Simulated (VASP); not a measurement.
Output of a VASP run:

### OSZICAR
```
...
DAV:   4    -0.941518556709E+01    0.19845E-04   -0.44476E-05   492   0.382E-02    0.512E-02
DAV:   5    -0.941518329408E+01    0.22730E-05   -0.12334E-05   462   0.227E-02    0.918E-03
DAV:   6    -0.941518301505E+01    0.27903E-06   -0.99494E-07   226   0.725E-03
   2 F= -.10210466E+02 E0= -.10210466E+02  d E =-.174187E-02
       N       E                     dE             d eps       ncg     rms          rms(c)
DAV:   1    -0.941808315825E+01   -0.28999E-02   -0.57751E-01   442   0.397E+00    0.616E-01
DAV:   2    -0.941424682067E+01    0.38363E-02   -0.17395E-02   457   0.841E-01    0.245E-01
DAV:   3    -0.941237111515E+01    0.18757E-02   -0.30032E-03   502   0.307E-01    0.163E-01
DAV:   4    -0.941220548934E+01    0.16563E-03   -0.36126E-04   492   0.109E-01    0.152E-01
DAV:   5    -0.941218439792E+01    0.21091E-04   -0.10576E-04   462   0.664E-02    0.322E-02
DAV:   6    -0.941218182691E+01    0.25710E-05   -0.10330E-05   477   0.220E-02    0.119E-02
DAV:   7    -0.941218170803E+01    0.11888E-06   -0.10128E-06   234   0.705E-03
   3 F= -.10212996E+02 E0= -.10212996E+02  d E =-.427188E-02
       N       E                     dE             d eps       ncg     rms          rms(c)
DAV:   1    -0.941158800857E+01    0.59382E-03   -0.11811E-02   442   0.567E-01    0.876E-02
DAV:   2    -0.941150636553E+01    0.81643E-04   -0.35375E-04   462   0.120E-01    0.355E-02
DAV:   3    -0.941146724129E+01    0.39124E-04   -0.63093E-05   492   0.443E-02    0.236E-02
DAV:   4    -0.941146409223E+01    0.31491E-05   -0.74004E-06   472   0.156E-02    0.225E-02
DAV:   5    -0.941146354262E+01    0.54961E-06   -0.20818E-06   251   0.993E-03
   4 F= -.10213029E+02 E0= -.10213029E+02  d E =-.430402E-02
       N       E                     dE             d eps       ncg     rms          rms(c)
DAV:   1    -0.941356216644E+01   -0.20981E-02   -0.20984E-02   447   0.842E-01    0.147E-01
DAV:   2    -0.941359177517E+01   -0.29609E-04   -0.10716E-03   497   0.196E-01    0.655E-02
DAV:   3    -0.941355892551E+01    0.32850E-04   -0.31382E-05   477   0.366E-02    0.328E-02
DAV:   4    -0.941353548444E+01    0.23441E-04   -0.37522E-05   447   0.302E-02    0.248E-02
DAV:   5    -0.941353502206E+01    0.46239E-06   -0.10589E-06   234   0.754E-03
   5 F= -.10213162E+02 E0= -.10213162E+02  d E =-.133601E-03
       N       E                     dE             d eps       ncg     rms          rms(c)
DAV:   1    -0.941301365475E+01    0.52183E-03   -0.16593E-03   447   0.237E-01    0.391E-02
DAV:   2    -0.941301668170E+01   -0.30270E-05   -0.85244E-05   492   0.553E-02    0.196E-02
DAV:   3    -0.941301512475E+01    0.15569E-05   -0.24274E-06   452   0.103E-02    0.101E-02
DAV:   4    -0.941301490024E+01    0.22452E-06   -0.30081E-06   296   0.882E-03
   6 F= -.10213186E+02 E0= -.10213186E+02  d E =-.157263E-03
       N       E                     dE             d eps       ncg     rms          rms(c)
DAV:   1    -0.941189607067E+01    0.11191E-02   -0.13956E-02   442   0.676E-01    0.677E-02
DAV:   2    -0.941185050070E+01    0.45570E-04   -0.57842E-04   492   0.153E-01    0.403E-02
DAV:   3    -0.941181058349E+01    0.39917E-04   -0.43541E-05   477   0.376E-02    0.190E-02
DAV:   4    -0.941179822684E+01    0.12357E-04   -0.31877E-05   462   0.277E-02    0.342E-02
DAV:   5    -0.941179790544E+01    0.32139E-06   -0.88978E-07   244   0.732E-03
   7 F= -.10213383E+02 E0= -.10213383E+02  d E =-.196979E-03
```

File OUTCAR:
```
------------------------ aborting loop because EDIFF is reached ----------------------------------------
 Edisp (eV)   -0.80158
  FORCE on cell =-STRESS in cart. coord.  units (eV):
  Direction    XX          YY          ZZ          XY          YZ          ZX
  --------------------------------------------------------------------------------------
  Total      -0.01367    -0.01367    -0.04770     0.00000     0.00000     0.00000
  in kB      -0.21716    -0.21716    -0.75768     0.00000     0.00000     0.00000
  external pressure =       -0.40 kB  Pullay stress =        0.00 kB
  volume of cell :      100.86
      direct lattice vectors                 reciprocal lattice vectors
     2.211928526 -3.831172297  0.000000000     0.226047087 -0.130508357  0.000000000
     2.211928526  3.831172297 -0.000000000     0.226047087  0.130508357 -0.000000000
     0.000000000  0.000000000  5.950965164    -0.000000000  0.000000000  0.168039969
 POSITION                                       TOTAL-FORCE (eV/Angst)
 -----------------------------------------------------------------------------------
      0.60700      1.05135      3.96731         0.004889      0.008467     -0.000000
      3.20986      0.00000      0.00000        -0.009777     -0.000000     -0.000000
      0.60700     -1.05135      1.98365         0.004889     -0.008467      0.000000
 -----------------------------------------------------------------------------------
    total drift:                               -0.000184     -0.000398      0.000014
  FREE ENERGIE OF THE ION-ELECTRON SYSTEM (eV)
  ---------------------------------------------------
  free  energy   TOTEN  =       -10.2133828380 eV

  energy  without entropy=      -10.2133828380  energy(sigma->0) =      -10.21338284

 reached required accuracy - stopping structural energy minimisation
```
(Selected blocks of OUTCAR.)

**POSCAR**
```
Te
1
    2.2423539233    -3.8838706179    -0.0000000000
    2.2423539233     3.8838706179     0.0000000000
   -0.0000000000    -0.0000000000     5.8702923304
Te
3
Direct
  1.0000000000   0.2718237993   0.6666670000
  0.7281762007   0.7281762007   0.0000000000
  0.2718237993   1.0000000000   0.3333330000
```

### Question
Write an INCAR and KPOINTS that could have produced this output.

### Answer
One answer among several that fit: the input of the run itself, PBE GGA with D3 dispersion (zero damping), plane waves, VASP's PBE PAW potentials (set 64).

**KPOINTS**
```
Automatic mesh
0
Gamma
5 5 4
0 0 0
```

INCAR:
```
! general
SYSTEM   =  Te
PREC     =  Accurate
ENCUT    =  520
LREAL    =  .False.   ! projection in real space or not
LASPH    =  .True.

! electronic loop
EDIFF    =  1E-6
NELM     =  100   ! most electronic steps
ALGO     =  Normal   ! blocked Davidson
LMAXMIX  =  4   ! l cut-off of mixed one-centre charges

! smearing
ISMEAR   =  0
SIGMA    =  0.05   ! width (eV)

! functional
GGA      =  PE
IVDW     =  11

! ions
IBRION   =  2
NSW      =  60   ! most ionic steps
ISIF     =  3
EDIFFG   =  -0.02

! output
LWAVE    =  .False.
LCHARG   =  .False.
```

POTCAR, in this order: Te (PBE.64 set). Program: vasp_std.

The compound is Te in the trig structure. This run relaxes it. Symmetry was kept, so distortions that lower it aren't found. The start is the result of an earlier pass.
